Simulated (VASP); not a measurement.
Energy against volume of KCl (rock salt). Level of theory: LDA (Ceperley-Alder, Perdew-Zunger), VASP's LDA PAW potentials (set 64) (plane waves; VASP). Settings: 520 eV cut-off, 8×8×8 Γ-centred mesh, Gaussian smearing of 0.050 eV, potentials K_sv Cl.

```tsv
V (Å³/atom)	E (eV/atom)
26.471	-3.69483
27.316	-3.70171
28.161	-3.70394
29.006	-3.70232
```

Q: Fit these four points and predict the energy of the run at 29.851 Å³/atom.

A: A cubic in V^(−2/3), the third-order Birch-Murnaghan form, passes through the four points with V0 = 28.20 Å³/atom and B0 = 24 GPa, and gives -3.6975 eV/atom there. The run gave -3.6975 eV/atom, +0.0 meV/atom from the fit; all five points give B0 = 24 GPa.

The compound is KCl in the rock salt structure. It was relaxed first, which changed the volume by -9 %.
